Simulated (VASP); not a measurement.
Input of a VASP 6.6.1 run:

INCAR

```
PREC = Accurate
ENCUT = 600
EDIFF = 1E-6
ISMEAR = -1
SIGMA = 0.05
LREAL = F
LASPH = T
NELM = 80
ALGO = Normal
ISIF = 3
LWAVE = F
LCHARG = F
GGA = PE
IBRION = 2
NSW = 60
EDIFFG = -0.005
PSTRESS = 0
```

File KPOINTS:

```
Automatic mesh
0
Gamma
  8 8 8
```

File POSCAR:

```
Pt2F
1.0
    0.0000000000      2.8524300000      2.8524300000
    2.8524300000      0.0000000000      2.8524300000
    2.8524300000      2.8524300000      0.0000000000
Pt F
2 1
Direct
    0.2500000000      0.2500000000      0.2500000000
    0.7500000000      0.7500000000      0.7500000000
    0.0000000000      0.0000000000      0.0000000000
```

Potentials or basis: VASP PAW PBE potentials, release 64 (Pt, F).

Launch:

```console
$ cat potpaw_PBE.64/Pt/POTCAR potpaw_PBE.64/F/POTCAR > POTCAR
$ mpirun -np 1 vasp_std > vasp.out
```

Estimate the space group after relaxing (to 0.05 Å).

Fm-3m (No. 225).

Predict the relaxed volume.

15.45 Å³/atom.

Final structure:
```
Pt F
1.0
     0.00000    2.85091    2.85091
     2.85091    0.00000    2.85091
     2.85091    2.85091    0.00000
Pt F
2 1
Direct
  0.25000 0.25000 0.25000
  0.75000 0.75000 0.75000
  0.00000 0.00000 0.00000
```

Caveat: an odd number of electrons without spin polarisation forces a metal; a magnetic or distorted state may lie lower. The run has no spin-orbit coupling, so splittings on Pt are missing.
